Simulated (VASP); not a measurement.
Data:

```xyz
2
Lattice="0.0000 1.7804 1.7804 1.7804 0.0000 1.7804 1.7804 1.7804 0.0000" Properties=species:S:1:pos:R:3 pbc="T T T"
C      0.0000     0.0000     0.0000
C      0.8902     0.8902     0.8902
```

The numbers are results of r2SCAN+rVV10, VASP's PBE PAW potentials (set 64) (plane waves; VASP), not measurements. Settings: 520 eV cut-off, 14×14×14 Γ-centred mesh, tetrahedra with Blöchl corrections, potentials C.

Give the energies of bands 2 to 7 at the high-symmetry points, in eV from the valence-band maximum.

```
band     Γ       X       U       L       W
----  ----  ------  ------  ------  ------
2     0.00  -13.63  -12.54  -14.12  -12.84
3     0.00   -6.70   -9.81   -2.99   -8.78
4     0.00   -6.70   -5.71   -2.99   -8.78
5     5.84    4.97    5.94    8.88   11.25
6     5.84    4.97   11.33    8.88   11.25
7     5.84   17.95   15.27    9.18   12.97
```

The gap is indirect, 4.30 eV, from the valence maximum at Γ to the conduction minimum at (0.36, 0.36, 0.00).

The compound is C in the diamond structure. It was relaxed first.
